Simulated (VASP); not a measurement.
Calculation: PBEsol GGA, VASP's PBE PAW potentials (set 64) (plane waves; VASP).

The input files of a VASP run:

INCAR:
```
SYSTEM = Nb
PREC = Accurate
ENCUT = 500
EDIFF = 1E-6
NELM = 100
ALGO = Normal
LREAL = .FALSE.
LASPH = .TRUE.
ISMEAR = 1
SIGMA = 0.1
GGA = PS
LMAXMIX = 4
LWAVE = .FALSE.
LCHARG = .FALSE.
IBRION = 2
ISIF = 3
NSW = 40
EDIFFG = -0.02
```

**KPOINTS**
```
Automatic mesh
0
Gamma
16 16 16
0 0 0
```

### POSCAR
```
Nb
1
   -1.6332446314     1.6332446314     1.6332446314
    1.6332446314    -1.6332446314     1.6332446314
    1.6332446314     1.6332446314    -1.6332446314
Nb
1
Direct
  0.0000000000   0.0000000000   0.0000000000
```

POTCAR, in this order: Nb_sv (PBE.64 set). Program: vasp_std.

The resulting files:

**OSZICAR**
```
       N       E                     dE             d eps       ncg     rms          rms(c)
DAV:   1     0.113496860100E+03    0.11350E+03   -0.74802E+03  2924   0.127E+03
DAV:   2    -0.625313733553E+01   -0.11975E+03   -0.11686E+03  3100   0.438E+02
DAV:   3    -0.110971538954E+02   -0.48440E+01   -0.46028E+01  4244   0.750E+01
DAV:   4    -0.114078473899E+02   -0.31069E+00   -0.30730E+00  4166   0.172E+01
DAV:   5    -0.114166313292E+02   -0.87839E-02   -0.87756E-02  4424   0.246E+00    0.775E+00
DAV:   6    -0.110013587361E+02    0.41527E+00   -0.79887E-01  4506   0.118E+01    0.274E+00
DAV:   7    -0.109501734297E+02    0.51185E-01   -0.24078E-01  4540   0.636E+00    0.956E-01
DAV:   8    -0.109544526003E+02   -0.42792E-02   -0.12929E-02  3310   0.173E+00    0.449E-02
DAV:   9    -0.109545072387E+02   -0.54638E-04   -0.97876E-04  5028   0.344E-01    0.424E-02
DAV:  10    -0.109545244699E+02   -0.17231E-04   -0.23925E-05  3488   0.677E-02    0.171E-02
DAV:  11    -0.109545209652E+02    0.35047E-05   -0.76576E-06  3262   0.544E-02    0.294E-03
DAV:  12    -0.109545209262E+02    0.38988E-07   -0.35940E-07  1764   0.661E-03
   1 F= -.10954521E+02 E0= -.10954441E+02  d E =-.109545E+02
       N       E                     dE             d eps       ncg     rms          rms(c)
DAV:   1    -0.109558004440E+02   -0.12795E-02   -0.39752E-02  3580   0.318E+00    0.296E-01
DAV:   2    -0.109545773909E+02    0.12231E-02   -0.30294E-03  4322   0.789E-01    0.803E-02
DAV:   3    -0.109544508626E+02    0.12653E-03   -0.96787E-04  4462   0.351E-01    0.484E-02
DAV:   4    -0.109544768409E+02   -0.25978E-04   -0.30709E-05  3682   0.603E-02    0.271E-02
DAV:   5    -0.109544991574E+02   -0.22316E-04   -0.79955E-05  4934   0.633E-02    0.110E-02
DAV:   6    -0.109544984537E+02    0.70373E-06   -0.10415E-06  2232   0.151E-02
   2 F= -.10954498E+02 E0= -.10954397E+02  d E =0.224726E-04
       N       E                     dE             d eps       ncg     rms          rms(c)
DAV:   1    -0.109550485512E+02   -0.54939E-03   -0.15817E-02  3540   0.201E+00    0.187E-01
DAV:   2    -0.109545575647E+02    0.49099E-03   -0.12016E-03  4302   0.498E-01    0.505E-02
DAV:   3    -0.109545066863E+02    0.50878E-04   -0.38728E-04  4458   0.223E-01    0.311E-02
DAV:   4    -0.109545198202E+02   -0.13134E-04   -0.12222E-05  3632   0.379E-02    0.174E-02
DAV:   5    -0.109545331456E+02   -0.13325E-04   -0.32858E-05  4802   0.406E-02    0.694E-03
DAV:   6    -0.109545333052E+02   -0.15953E-06   -0.44574E-07  1678   0.975E-03
   3 F= -.10954533E+02 E0= -.10954445E+02  d E =-.123789E-04
```

OUTCAR:
```
------------------------ aborting loop because EDIFF is reached ----------------------------------------
  FORCE on cell =-STRESS in cart. coord.  units (eV):
  Direction    XX          YY          ZZ          XY          YZ          ZX
  --------------------------------------------------------------------------------------
  Total       -0.0004706     -0.0004706     -0.0004706     -0.0000000      0.0000000     -0.0000000
  in kB       -0.0432185     -0.0432185     -0.0432185     -0.0000000      0.0000000     -0.0000000
  external PRESSURE =      -0.0432185 kB  Pullay stress =       0.0000000 kB
  volume of cell :       17.45
      direct lattice vectors                 reciprocal lattice vectors
    -1.633840215  1.633840215  1.633840215     0.000000000  0.306027478  0.306027478
     1.633840215 -1.633840215  1.633840215     0.306027478  0.000000000  0.306027478
     1.633840215  1.633840215 -1.633840215     0.306027478  0.306027478  0.000000000
 POSITION                                       TOTAL-FORCE (eV/Angst)
 -----------------------------------------------------------------------------------
      0.00000      0.00000      0.00000         0.000000      0.000000      0.000000
 -----------------------------------------------------------------------------------
    total drift:                               -0.000000     -0.000000      0.000000
  FREE ENERGIE OF THE ION-ELECTRON SYSTEM (eV)
  ---------------------------------------------------
  free  energy   TOTEN  =       -10.9545333052 eV

  energy  without entropy=      -10.9542696809  energy(sigma->0) =      -10.95444543

 reached required accuracy - stopping structural energy minimisation
```
(Selected blocks of OUTCAR.)

### CONTCAR
```
Nb
   1.00000000000000
    -1.6338402153308091    1.6338402153308091    1.6338402153308091
     1.6338402153308091   -1.6338402153308091    1.6338402153308091
     1.6338402153308091    1.6338402153308091   -1.6338402153308091
  Nb
     1
Direct
     0.0000000000000000    0.0000000000000000    0.0000000000000000
```

The compound is Nb in the bcc structure. This run relaxes it. Symmetry was kept, so distortions that lower it aren't found.
